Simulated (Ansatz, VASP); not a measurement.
**CdGe2 in VASP and in Ansatz**

```
CELL_PARAMETERS angstrom
0.00000 4.05841 4.05841
4.05841 0.00000 4.05841
4.05841 4.05841 0.00000
ATOMIC_POSITIONS crystal
Cd 0.00000 0.00000 0.00000
Cd 0.25000 0.25000 0.25000
Ge 0.62500 0.62500 0.62500
Ge 0.12500 0.62500 0.62500
Ge 0.62500 0.62500 0.12500
Ge 0.62500 0.12500 0.62500
```

Alike in both runs: functional PBE; k mesh 4 × 4 × 4; occupations gaussian, width 0.1 eV; no spin polarisation.

Ansatz relaxed the structure, and its values are those at the end. VASP's run is a single point on that final structure, the one shown.

|  | VASP | Ansatz |
| --- | --- | --- |
| version | VASP 6.6.1 | Ansatz 0.2.0 |
| potentials or method | VASP PAW PBE potentials, release 64 (Cd, Ge_d) | scalar-relativistic, plane waves, PAW |
| plane-wave cutoff (eV) | 520 | 420 |
| valence electrons in the cell | 80 | 96 |

Ansatz gave:

| Quantity | Value |
| --- | --- |
| gap on the k mesh at the Fermi level (eV) | none |
| pressure (GPa) | -0.2 |

Problem. Estimate VASP's values.

Solution. gap on the k mesh at the Fermi level (eV): none; pressure (GPa): -0.1.

A gap of «none» marks a metal or a gap that the smearing closes. The two sets of potentials don't hold the same shells in valence.
